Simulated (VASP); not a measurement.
Given:

```xyz
2
Lattice="0.0000 2.5482 2.5482 2.5482 0.0000 2.5482 2.5482 2.5482 0.0000" Properties=species:S:1:pos:R:3 pbc="T T T"
Mg     0.0000     0.0000     0.0000
Se     2.5482     2.5482     2.5482
```

Method: PBEsol GGA, VASP's PBE PAW potentials (set 64) (plane waves; VASP 6.6.1). Numerical set-up: 500 eV cut-off, 9×9×9 Γ-centred mesh, Gaussian smearing of 0.050 eV, potentials Mg Se.

Estimate the energy per atom (σ→0), pressure.

```
Quantity                       Result
---------------------  --------------
energy per atom (σ→0)  -3.862 eV/atom
pressure                    19.82 GPa
```

The absolute energy has meaning only against runs of the same code, potentials and settings.

The compound is MgSe in the rock salt structure. It was relaxed first under an external pressure of 20 GPa.
